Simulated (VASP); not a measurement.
```
CELL_PARAMETERS angstrom
      0.00000     2.53096     2.53096
      2.53096     0.00000     2.53096
      2.53096     2.53096     0.00000
ATOMIC_POSITIONS crystal
  Gd 0.00000 0.00000 0.00000
  N  0.50000 0.50000 0.50000
```

These are r2SCAN meta-GGA, VASP's PBE PAW potentials (set 64) (plane waves; VASP) values and carry that method's errors. Numerical set-up: 520 eV cut-off, 9×9×9 Γ-centred mesh, Gaussian smearing of 0.050 eV, potentials Gd_3 N.

The 4f electrons are frozen in the core of the lanthanide potential, so 4f levels, which can set the real gap, and their magnetism are missing.

Question: Predict the energy per atom (σ→0), pressure.

Answer: 
```yaml
energy per atom (σ→0): -21.770 eV/atom
pressure: -8.70 GPa
```

The absolute energy has meaning only against runs of the same code, potentials and settings.

The compound is GdN in the rock salt structure. This cell is one point of a volume scan, at 1.06 of the reference volume.
